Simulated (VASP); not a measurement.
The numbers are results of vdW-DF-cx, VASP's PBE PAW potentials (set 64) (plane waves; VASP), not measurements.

VASP ran on this input.

KPOINTS:
```
Automatic mesh
0
Gamma
6 6 6
0 0 0
```

INCAR:
```
SYSTEM  =  BaTiO3
PREC  =  Accurate; ENCUT  =  520; LREAL  =  .False.
LASPH  =  .True.
EDIFF  =  1E-7; NELM  =  100; ALGO  =  Normal
LMAXMIX  =  4
ISMEAR  =  0; SIGMA  =  0.05
GGA  =  CX; LUSE_VDW  =  .True.; AGGAC  =  0.0
ISIF  =  2
LWAVE  =  .False.; LCHARG  =  .False.
```

File POSCAR:
```
BaTiO3
1
    4.0720383307     0.0000000000     0.0000000000
    0.0000000000     4.0720383307     0.0000000000
    0.0000000000     0.0000000000     4.0720383307
Ba Ti O
1 1 3
Direct
  0.0000000000   0.0000000000   0.0000000000
  0.5000000000   0.5000000000   0.5000000000
  0.5000000000   0.0000000000   0.5000000000
  0.0000000000   0.5000000000   0.5000000000
  0.5000000000   0.5000000000   0.0000000000
```

POTCAR, in this order: Ba_sv Ti_sv O (PBE.64 set). Program: vasp_std.

The resulting files:

File OUTCAR:
```
 ion  position               nearest neighbor table
   1  0.000  0.000  0.000-   3 2.88   4 2.88   5 2.88   3 2.88   4 2.88   4 2.88   5 2.88   4 2.88
                             3 2.88   5 2.88   3 2.88   5 2.88   2 3.53   2 3.53   2 3.53   2 3.53
   2  0.500  0.500  0.500-   3 2.04   4 2.04   5 2.04   5 2.04   3 2.04   4 2.04   1 3.53   1 3.53
                             1 3.53   1 3.53   1 3.53   1 3.53   1 3.53   1 3.53
   3  0.500  0.000  0.500-   2 2.04   2 2.04   1 2.88   1 2.88   1 2.88   1 2.88
   4  0.000  0.500  0.500-   2 2.04   2 2.04   1 2.88   1 2.88   1 2.88   1 2.88
   5  0.500  0.500  0.000-   2 2.04   2 2.04   1 2.88   1 2.88   1 2.88   1 2.88
  LATTYP: Found a simple cubic cell.
 ALAT       =     4.0720383307
 Subroutine PRICEL returns:
 Original cell was already a primitive cell.
 Subroutine GETGRP returns: Found 48 space group operations
The static configuration has the point symmetry O_h .
The dynamic configuration has the point symmetry O_h .
 Subroutine INISYM returns: Found 48 space group operations
 Subroutine IBZKPT returns following result:
 Found     20 irreducible k-points:

 Following reciprocal coordinates:
            Coordinates               Weight
  0.000000  0.000000  0.000000      1.000000
  0.166667  0.000000  0.000000      6.000000
  0.333333  0.000000  0.000000      6.000000
  0.500000  0.000000  0.000000      3.000000
  0.166667  0.166667  0.000000     12.000000
  0.333333  0.166667  0.000000     24.000000
  0.500000  0.166667  0.000000     12.000000
  0.333333  0.333333  0.000000     12.000000
  0.500000  0.333333  0.000000     12.000000
  0.500000  0.500000  0.000000      3.000000
  0.166667  0.166667  0.166667      8.000000
  0.333333  0.166667  0.166667     24.000000
  0.500000  0.166667  0.166667     12.000000
  0.333333  0.333333  0.166667     24.000000
  0.500000  0.333333  0.166667     24.000000
  0.500000  0.500000  0.166667      6.000000
  0.333333  0.333333  0.333333      8.000000
  0.500000  0.333333  0.333333     12.000000
  0.500000  0.500000  0.333333      6.000000
...
```

### OSZICAR
```
       N       E                     dE             d eps       ncg     rms          rms(c)
DAV:   1     0.467102344634E+03    0.46710E+03   -0.21397E+04   960   0.178E+03
DAV:   2     0.109911959080E+02   -0.45611E+03   -0.45074E+03  1168   0.492E+02
DAV:   3    -0.397360345696E+02   -0.50727E+02   -0.48111E+02  1432   0.148E+02
DAV:   4    -0.418652453080E+02   -0.21292E+01   -0.21282E+01  1368   0.288E+01
DAV:   5    -0.419350807269E+02   -0.69835E-01   -0.69832E-01  1368   0.371E+00    0.221E+01
DAV:   6    -0.314004491252E+02    0.10535E+02   -0.75036E+01  1488   0.734E+01    0.102E+01
DAV:   7    -0.313006115538E+02    0.99838E-01   -0.13179E+01  1192   0.259E+01    0.608E+00
DAV:   8    -0.310638965971E+02    0.23671E+00   -0.11146E+00  1296   0.976E+00    0.271E+00
DAV:   9    -0.310923447795E+02   -0.28448E-01   -0.30063E-01  1304   0.431E+00    0.138E+00
DAV:  10    -0.310738115779E+02    0.18533E-01   -0.13280E-01  1256   0.374E+00    0.334E-01
DAV:  11    -0.310730650951E+02    0.74648E-03   -0.69073E-03  1200   0.563E-01    0.825E-02
DAV:  12    -0.310732936317E+02   -0.22854E-03   -0.14205E-03  1320   0.264E-01    0.118E-01
DAV:  13    -0.310730738545E+02    0.21978E-03   -0.12472E-03  1192   0.319E-01    0.134E-02
DAV:  14    -0.310730743463E+02   -0.49173E-06   -0.40740E-05  1136   0.580E-02    0.436E-03
DAV:  15    -0.310730751396E+02   -0.79328E-06   -0.23768E-06  1256   0.129E-02    0.484E-03
DAV:  16    -0.310730747877E+02    0.35183E-06   -0.17347E-06  1256   0.121E-02    0.508E-04
DAV:  17    -0.310730747707E+02    0.17044E-07   -0.32095E-08   552   0.160E-03
   1 F= -.31073075E+02 E0= -.31073075E+02  d E =-.421033E-13
```

**OUTCAR**
```
------------------------ aborting loop because EDIFF is reached ----------------------------------------
  FORCE on cell =-STRESS in cart. coord.  units (eV):
  Direction    XX          YY          ZZ          XY          YZ          ZX
  --------------------------------------------------------------------------------------
  Total       -3.8026945     -3.8026945     -3.8026945      0.0000000      0.0000000     -0.0000000
  in kB      -90.2332184    -90.2332184    -90.2332184      0.0000000      0.0000000     -0.0000000
  external PRESSURE =     -90.2332184 kB  Pullay stress =       0.0000000 kB
  volume of cell :       67.52
      direct lattice vectors                 reciprocal lattice vectors
     4.072038331  0.000000000  0.000000000     0.245577256  0.000000000  0.000000000
     0.000000000  4.072038331  0.000000000     0.000000000  0.245577256  0.000000000
     0.000000000  0.000000000  4.072038331     0.000000000  0.000000000  0.245577256
 POSITION                                       TOTAL-FORCE (eV/Angst)
 -----------------------------------------------------------------------------------
      0.00000      0.00000      0.00000         0.000000      0.000000      0.000000
      2.03602      2.03602      2.03602         0.000000      0.000000      0.000000
      2.03602      0.00000      2.03602         0.000000      0.000000      0.000000
      0.00000      2.03602      2.03602         0.000000      0.000000      0.000000
      2.03602      2.03602      0.00000         0.000000      0.000000      0.000000
 -----------------------------------------------------------------------------------
    total drift:                                0.000000      0.000000     -0.000000
  FREE ENERGIE OF THE ION-ELECTRON SYSTEM (eV)
  ---------------------------------------------------
  free  energy   TOTEN  =       -31.0730747707 eV

  energy  without entropy=      -31.0730747707  energy(sigma->0) =      -31.07307477
```
(Selected blocks of OUTCAR.)

The compound is BaTiO3 in the cubic perovskite structure, the ideal cubic form; the compound distorts at low or room temperature. This cell is one point of a volume scan, at 1.06 of the reference volume.
